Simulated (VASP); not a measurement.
# GW on GaN, part 5 of 6

Aim: the quasiparticle gap of GaN, and what it costs to get it. The cell is of the zinc-blende type, one of the forms listed for this formula. The start is a computed cell from the Materials Project.

VASP 6.6.1, plane waves and PAW; the level of theory is named at each step.

So far, quasiparticle gap on the mesh (eV): step 4 (evGW0, evGW0 on PBE) 3.10; step 5 (QPGW0, QPGW0 on PBE) 3.41. Also gap on the k-mesh (eV): step 3 (empty bands, functional PBE) 1.72.

### Step 6. Orbitals for another starting point

This step: PBE; plane waves and PAW (Ga_d_GW, N_GW) (VASP 6.6.1).

A hybrid converges faster from good orbitals, so a cheap PBE run writes WAVECAR first.

INCAR reads:

```
SYSTEM = GaN
PREC = Accurate
ENCUT = 450
EDIFF = 1E-05
NELM = 100
ISMEAR = 0
SIGMA = 0.01
LREAL = .FALSE.
ALGO = Normal
GGA = PE
NBANDS = 15
LORBIT = 11
LWAVE = .TRUE.
LCHARG = .FALSE.
KPAR = 8
```

POSCAR reads:

```
GaN
1.0
    0.0000000000      2.2535006075      2.2535006075
    2.2535006075      0.0000000000      2.2535006075
    2.2535006075      2.2535006075      0.0000000000
Ga N
1 1
Direct
    0.0000000000      0.0000000000      0.0000000000
    0.7500000000      0.7500000000      0.7500000000
```

KPOINTS reads:

```
Automatic mesh
0
Gamma
6 6 6
0 0 0
```

PAW data sets: Ga_d_GW and N_GW (PBE family, release 64).

Run with:

```bash
> mpirun -np 8 vasp_std
```

The log of the run:

```text
[banner, memory and clock lines left out]
running    8 mpi-ranks, on    1 nodes
 distrk:  each k-point on    1 cores,    8 groups
 distr:  one band on    1 cores,    1 groups

 POSCAR found type information on POSCAR GaN
 POSCAR found :  2 types and       2 ions
 [... a notice as in an earlier step ...]

 LDA part: xc-table for (Slater+PW92), standard interpolation
 POSCAR, INCAR and KPOINTS ok, starting setup
 FFT: planning ... GRIDC
 FFT: planning ... GRID_SOFT
 FFT: planning ... GRID
 WAVECAR not read
 entering main loop
       N       E                     dE             d eps       ncg     rms          rms(c)
[... 11 cycles as in an earlier step ...]
DAV:  12    -0.121252375236E+02   -0.15183E-05   -0.65765E-06   374   0.321E-02
   1 F= -.12125238E+02 E0= -.12125238E+02  d E =-.116121E-13
 writing wavefunctions
```

The job ended after 2.4 s (8 MPI ranks of AMD EPYC 7R43, shared host; peak memory 0.87 GiB; 14 s of CPU time).

OUTCAR, selected parts (step 6):

```text
   NELECT =      18.0000    total number of electrons

 E-fermi :   5.1456

 k-point     1 :       0.0000    0.0000    0.0000
  band No.  band energies     occupation
    ...
      5      -8.0771      2.00000
      6      -8.0771      2.00000
      7       5.0981      2.00000
      8       5.0981      2.00000
      9       5.0981      2.00000
     10       6.8204      0.00000
     11      15.3897      0.00000
     12      15.3897      0.00000
     13      15.3897      0.00000
     14      22.7153      0.00000
    ...

  Total        0.4930071      0.4930071      0.4930071      0.0000000      0.0000000     -0.0000000
  in kB       34.5112510     34.5112510     34.5112510      0.0000000      0.0000000     -0.0000000
  external PRESSURE =      34.5112510 kB  Pullay stress =       0.0000000 kB

 POSITION                                       TOTAL-FORCE (eV/Angst)
 -----------------------------------------------------------------------------------
      0.00000      0.00000      0.00000         0.000000     -0.000000      0.000000
      3.38025      3.38025      3.38025        -0.000000      0.000000     -0.000000
 -----------------------------------------------------------------------------------
    total drift:                               -0.000017     -0.000017     -0.000017

  FREE ENERGIE OF THE ION-ELECTRON SYSTEM (eV)
  ---------------------------------------------------
  free  energy   TOTEN  =       -12.1252375236 eV

  energy  without entropy=      -12.1252375236  energy(sigma->0) =      -12.12523752

[... 9 parts as in an earlier step ...]

[... 8 further parts left out ...]
```

This step gave:

| Quantity | Value |
| --- | --- |
| Fermi energy | 5.146 eV |
| pressure | 3.451 GPa |

The run ends at a pressure of 3.45 GPa.

### Step 7. Another starting point

This step: HSE06; plane waves and PAW (Ga_d_GW, N_GW) (VASP 6.6.1).

To see how much the result owes to its start, the ground state is made again with HSE06. EDIFF is tight for accurate orbitals, and a narrow smearing avoids fractional occupations.

INCAR reads:

```
SYSTEM = GaN
PREC = Accurate
ENCUT = 450
EDIFF = 1E-08
NELM = 100
ISMEAR = 0
SIGMA = 0.01
LREAL = .FALSE.
ALGO = Normal
LHFCALC = .TRUE.
AEXX = 0.25
GGA = PE
HFSCREEN = 0.2
LASPH = .TRUE.
NBANDS = 15
PRECFOCK = Fast
LORBIT = 11
LWAVE = .TRUE.
LCHARG = .FALSE.
KPAR = 8
```

POSCAR is that of step 6.

KPOINTS is that of step 6.

The run starts from files that an earlier step left in the folder.

Run with:

```bash
> mpirun -np 8 vasp_std
```

The log of the run:

```text
[banner, memory and clock lines left out]
running    8 mpi-ranks, on    1 nodes
 distrk:  each k-point on    1 cores,    8 groups
 distr:  one band on    1 cores,    1 groups

 POSCAR found type information on POSCAR GaN
 POSCAR found :  2 types and       2 ions
 [... a notice as in an earlier step ...]

 LDA part: xc-table for (Slater+PW92), standard interpolation
 found WAVECAR, reading the header
 POSCAR, INCAR and KPOINTS ok, starting setup
 FFT: planning ... GRIDC
 FFT: planning ... GRID_SOFT
 FFT: planning ... GRID
 reading WAVECAR
 the WAVECAR file was read successfully
 initial charge from wavefunction
 entering main loop
       N       E                     dE             d eps       ncg     rms          rms(c)
DAV:   1    -0.147650504542E+02   -0.14765E+02   -0.55738E-01   720   0.267E+01    0.709E-01
DAV:   2    -0.147573263820E+02    0.77241E-02   -0.73282E-02   665   0.865E+00    0.404E-01
DAV:   3    -0.147561621542E+02    0.11642E-02   -0.82043E-03   749   0.234E+00    0.208E-01
DAV:   4    -0.147558813400E+02    0.28081E-03   -0.46470E-04   723   0.317E-01    0.119E-01
DAV:   5    -0.147557859841E+02    0.95356E-04   -0.59040E-05   768   0.144E-01    0.710E-02
DAV:   6    -0.147557500754E+02    0.35909E-04   -0.17742E-05   618   0.618E-02    0.406E-02
DAV:   7    -0.147557377388E+02    0.12337E-04   -0.55221E-06   634   0.335E-02    0.230E-02
DAV:   8    -0.147557337289E+02    0.40098E-05   -0.14440E-06   649   0.207E-02    0.133E-02
DAV:   9    -0.147557322075E+02    0.15215E-05   -0.48918E-07   762   0.123E-02    0.782E-03
DAV:  10    -0.147557316822E+02    0.52521E-06   -0.15937E-07   649   0.683E-03    0.459E-03
DAV:  11    -0.147557314869E+02    0.19538E-06   -0.60927E-08   684   0.383E-03    0.271E-03
DAV:  12    -0.147557313980E+02    0.88815E-07   -0.18601E-08   557   0.219E-03    0.159E-03
DAV:  13    -0.147557313483E+02    0.49700E-07   -0.56084E-09   345   0.129E-03    0.941E-04
DAV:  14    -0.147557313259E+02    0.22490E-07   -0.35782E-09   345   0.803E-04    0.558E-04
DAV:  15    -0.147557313204E+02    0.54720E-08   -0.19447E-09   324   0.558E-04
   1 F= -.14755731E+02 E0= -.14755731E+02  d E =-.549878E-36
 writing wavefunctions
```

The job ended after 2.3 min (8 MPI ranks; peak memory 1.6 GiB).

Parts of OUTCAR (step 7):

```text
   k-points           NKPTS =     16   k-points in BZ     NKDIM =    216   number of bands    NBANDS=     15

   NELECT =      18.0000    total number of electrons

  exchange ACFDT corr.  =         0.00000000  see jH, gK, PRB 81, 115126

 E-fermi :   4.3502

 k-point     1 :       0.0000    0.0000    0.0000
  band No.  band energies     occupation
    ...
      5     -11.0489      2.00000
      6     -11.0489      2.00000
      7       4.2641      2.00000
      8       4.2641      2.00000
      9       4.2641      2.00000
     10       7.2577      0.00000
     11      16.1982      0.00000
     12      16.1982      0.00000
     13      16.1983      0.00000
     14      23.7041      0.00000
    ...

 POSITION                                       TOTAL-FORCE (eV/Angst)
 -----------------------------------------------------------------------------------
      0.00000      0.00000      0.00000         0.000000      0.000000      0.000000
      3.38025      3.38025      3.38025        -0.000000     -0.000000     -0.000000
 -----------------------------------------------------------------------------------
    total drift:                               -0.000020     -0.000019     -0.000020

  FREE ENERGIE OF THE ION-ELECTRON SYSTEM (eV)
  ---------------------------------------------------
  free  energy   TOTEN  =       -14.7557313204 eV

  energy  without entropy=      -14.7557313204  energy(sigma->0) =      -14.75573132

[... 7 parts as in an earlier step ...]

[... 9 further parts left out ...]
```

The PAW data sets were made with PBE, which is usual practice but a small mismatch for other functionals.

Numbers from this step:

* free energy (TOTEN): -14.76 eV
* Fermi energy: 4.350 eV
* gap on the k-mesh: 2.994 eV
* least direct gap on the k-mesh: 2.994 eV

### Step 8. Empty bands, functional HSE06

The next step needs empty bands that the ground-state run didn't converge, so the Hamiltonian is diagonalised exactly for NBANDS bands, in a single step. LOPTICS writes the k-derivatives of the orbitals (WAVEDER), which give the long-wavelength limit of the screening.

INCAR reads:

```
SYSTEM = GaN
PREC = Accurate
ENCUT = 450
ISMEAR = 0
SIGMA = 0.01
LREAL = .FALSE.
LHFCALC = .TRUE.
AEXX = 0.25
GGA = PE
HFSCREEN = 0.2
LASPH = .TRUE.
NBANDS = 152
PRECFOCK = Fast
ALGO = Exact
NELM = 1
LWAVE = .TRUE.
LCHARG = .FALSE.
LOPTICS = .TRUE.
NEDOS = 1000
CSHIFT = 0.1
```

POSCAR is that of step 7.

KPOINTS is that of step 7.

The run starts from files that an earlier step left in the folder.

Run with:

```bash
> mpirun -np 8 vasp_std
```

The log of the run:

```text
[... set-up lines as in an earlier step ...]
 entering main loop
       N       E                     dE             d eps       ncg     rms          rms(c)
DIA:   1    -0.147557313067E+02   -0.14756E+02    0.00000E+00     0   0.000E+00
   1 F= -.14755731E+02 E0= -.14755731E+02  d E =-.184479E-27
 writing wavefunctions
 optical routines
 imaginary and real dielectric function
 recalculating local potential from charge density
 direction            1
 direction            2
 direction            3
```

The job ended after 11 min (8 MPI ranks; peak memory 1.7 GiB; 87 min of CPU time).

From OUTCAR (step 8):

```text
 POSITION                                       TOTAL-FORCE (eV/Angst)
 -----------------------------------------------------------------------------------
      0.00000      0.00000      0.00000        -0.000000     -0.000000     -0.000000
      3.38025      3.38025      3.38025         0.000000      0.000000      0.000000
 -----------------------------------------------------------------------------------
    total drift:                               -0.000016     -0.000015     -0.000015

  FREE ENERGIE OF THE ION-ELECTRON SYSTEM (eV)
  ---------------------------------------------------
  free  energy   TOTEN  =       -14.7557313067 eV

  energy  without entropy=      -14.7557313067  energy(sigma->0) =      -14.75573131

[... 2 parts as in an earlier step ...]

[... 1 further part left out ...]
[key lines of the parts left out:]
E-fermi :   4.3379
```

[end of part 5 of 6]

[Lines on the potential files, build, host, timing and source positions are cut from VASP's logs without a mark.]

[Logs are printed without paths, hosts, clocks, repeated set-up lines and the standing remarks that a program may print on its own settings, such as how far it seeks lower states.]

[Hosts, paths, dates, database ids (printed as entryN), source tags and the programs' standing remarks are cut or masked in the printed files.]

[Pressures printed for these runs are not shown converged in the cutoff: they can be off by several GPa and have the wrong sign.]
